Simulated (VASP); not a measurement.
A convergence study with VASP on HgSe (zinc blende): one setting is varied, all else stays as given below, so the limit is that of these other settings. Each run relaxes cell and ions from the cell shown. The basis is that of the starting cell, so low cut-offs carry a Pulay error.

```xyz
2
Lattice="0.0000 3.0400 3.0400 3.0400 0.0000 3.0400 3.0400 3.0400 0.0000" Properties=species:S:1:pos:R:3 pbc="T T T"
Hg     0.0000     0.0000     0.0000
Se     1.5200     1.5200     1.5200
```

Computed with PBE GGA, VASP's PBE PAW potentials (set 64) (plane waves; VASP). The tightest run used: 700 eV cut-off, 6×6×6 Γ-centred mesh, Gaussian smearing of 0.050 eV, potentials Hg Se.

```json
[
 {"setting": "ENCUT = 200", "relaxed volume (Å³/atom)": "26.959", "E (eV/atom)": "-1.9677", "plane waves": "370"},
 {"setting": "ENCUT = 250", "relaxed volume (Å³/atom)": "30.370", "E (eV/atom)": "-2.0325", "plane waves": "531"},
 {"setting": "ENCUT = 300", "relaxed volume (Å³/atom)": "30.707", "E (eV/atom)": "-2.0353", "plane waves": "680"},
 {"setting": "ENCUT = 350", "relaxed volume (Å³/atom)": "30.582", "E (eV/atom)": "-2.0341", "plane waves": "869"},
 {"setting": "ENCUT = 400", "relaxed volume (Å³/atom)": "30.736", "E (eV/atom)": "-2.0392", "plane waves": "1034"}
]
```

Q: These are the cheaper rows. Estimate the results at ENCUT = 700, and how far the last row shown lies from them.

A: 
```
quantity                  tightest run  last row shown is off by
------------------------  ------------  ------------------------
relaxed volume (Å³/atom)        30.842                    -0.106
E (eV/atom)                    -2.0413                    0.0020
```

Left out are rungs that failed or repeat a setting and relaxations that didn't move; long series are thinned to 24 rows.

The compound is HgSe in the zinc blende structure.
